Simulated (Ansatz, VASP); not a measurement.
One calculation of BiAs, two programs

```
CELL_PARAMETERS angstrom
0.00000 3.01660 3.01660
3.01660 0.00000 3.01660
3.01660 3.01660 0.00000
ATOMIC_POSITIONS crystal
Bi 0.50000 0.50000 0.50000
As 0.00000 0.00000 0.00000
```

Alike in both runs: functional PBE; k mesh 16 × 16 × 16; occupations gaussian, width 0.1 eV; no spin polarisation.

Ansatz relaxed the structure, and its values are those at the end. VASP's run is a single point on that final structure, the one shown.

|  | VASP | Ansatz |
| --- | --- | --- |
| version | VASP 6.6.1 | Ansatz 0.2.0 |
| potentials or method | VASP PAW PBE potentials, release 64 (Bi_d, As) | scalar-relativistic, plane waves, PAW |
| plane-wave cutoff (eV) | 520 | 420 |
| valence electrons in the cell | 20 | 30 |

|  | VASP | Ansatz | Ansatz less VASP |
| --- | --- | --- | --- |
| gap on the k mesh at the Fermi level (eV) | none | none | - |
| pressure (GPa) | 0.0 | 0.0 | 0.00 |

A gap of «none» marks a metal or a gap that the smearing closes. With one functional, cell and mesh, what is left measures potentials, basis and numerics. The two sets of potentials don't hold the same shells in valence.

Caveats: spin-orbit coupling is left out, which moves the levels of the heavy elements.
